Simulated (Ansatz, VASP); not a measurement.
Given: the input of a run of VASP 6.6.1 on MoN2. Atoms were shifted at random by some hundredths of an Å from the given cell, which wasn't relaxed again for these runs. The cell comes from a database or a generator and needn't be the stable form of this composition.

File INCAR:

```
PREC     = Accurate       # precision mode
ENCUT    = 520            # plane-wave cutoff, eV
EDIFF    = 1E-7           # SCF threshold, eV
ISMEAR   = -1             # smearing method
SIGMA    = 0.05           # smearing width, eV
LREAL    = F              # projectors in reciprocal space
LASPH    = T              # aspherical terms in the spheres
NELM     = 60             # most SCF steps
ALGO     = Normal         # electronic algorithm
ISIF     = 2              # what is computed and relaxed
LWAVE    = F              # write WAVECAR
LCHARG   = F              # write CHGCAR
GGA      = PS             # functional
NBANDS   = 33             # bands
KPAR     = 2
```

File KPOINTS:

```
Automatic mesh
0
Gamma
  6 6 10
```

The input POSCAR:

```
MoN2
1.0
    4.3480530000      0.0000000000      0.0000000000
    0.0000000000      4.3480530000      0.0000000000
    0.0000000000      0.0000000000      2.7674600000
Mo N
2 4
Direct
    0.0054570000      0.0144110000     -0.0105480000
    0.5038170000      0.5032590000     -0.0019910000
    0.6157790000      0.8857110000      0.4952830000
    0.3834860000      0.1159040000      0.4976280000
    0.1069550000      0.6130240000      0.5085940000
    0.8778680000      0.3894000000      0.4879290000
```

Potentials or basis: VASP PAW PBE potentials, release 64 (Mo_sv, N).

The run is started by

```console
$ cat potpaw_PBE.64/Mo_sv/POTCAR potpaw_PBE.64/N/POTCAR > POTCAR
$ mpirun -np 2 vasp_std > vasp.out
```

Question: What does the same run look like in Ansatz 0.2.0? Potentials or basis there: Ansatz PAW, cutoff 420 eV.

Answer: As run (cutoffs and basis follow the program's own potentials, and thresholds, step limits or extra output files can differ):

File input.yaml:

```yaml
crystal:
  lattice:
    - [4.348053, 0.0, 0.0]
    - [0.0, 4.348053, 0.0]
    - [0.0, 0.0, 2.76746]
  atoms:
    - { symbol: Mo, position: [0.005457, 0.014411, -0.010548] }
    - { symbol: Mo, position: [0.503817, 0.503259, -0.001991] }
    - { symbol: "N", position: [0.615779, 0.885711, 0.495283] }
    - { symbol: "N", position: [0.383486, 0.115904, 0.497628] }
    - { symbol: "N", position: [0.106955, 0.613024, 0.508594] }
    - { symbol: "N", position: [0.877868, 0.3894, 0.487929] }
hamiltonian:
  xc: pbesol
  pseudopotentials: { kind: paw }
kpoints:
  mp_grid: { grid: [6, 6, 10] }
scf:
  occupations: { method: fermi_dirac, width: 0.05 }
output:
  forces: true
  stress: true
  eigenvalues: true
```

Potentials or basis: Ansatz PAW.

Run with:

```console
$ ansatz run input.yaml --threads 1 --pin off --max-ram 3584MiB --backend cpu --events-out ev --progress --plain --runs-dir out
```

Both were run:

|  | VASP | Ansatz |
| --- | --- | --- |
| Pressure | -14.3 GPa | -14.9 GPa |
| Largest force | 1.353 eV/Å | 1.456 eV/Å |

Ansatz's pressure holds a Pulay term of +0.68 GPa for its cutoff of 420 eV, which the other run lacks.

VASP's potentials were made for PBE. Ansatz's potentials were made for PBE.

Where Ansatz's input types no cutoff or centring, it takes its own default and a Γ-centred mesh.

The cell lies far from this level's equilibrium.

Pressure is positive in compression.
